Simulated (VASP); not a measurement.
Consider the following.

```yaml
crystal:
  lattice:
    - [1.45100, -2.51320, 0.00000]
    - [1.45100, 2.51320, 0.00000]
    - [0.00000, 0.00000, 4.59990]
  atoms:
    - { symbol: Ti, position: [0.33333, 0.66667, 0.25000] }
    - { symbol: Ti, position: [0.66667, 0.33333, 0.75000] }
```

Computed with vdW-DF-cx, VASP's PBE PAW potentials (set 64) (plane waves; VASP). Settings: 520 eV cut-off, 16×16×9 Γ-centred mesh, tetrahedra with Blöchl corrections, potentials Ti_sv.

Predict the energy per atom (σ→0), band gap (on the k-mesh) with the smallest direct gap where there is one.

```yaml
band gap (on the k-mesh): none (metal, semimetal or under 0.01 eV)
energy per atom (σ→0): -499.1 kJ/mol of atoms
```

The compound is Ti in the hcp structure. It was relaxed first.
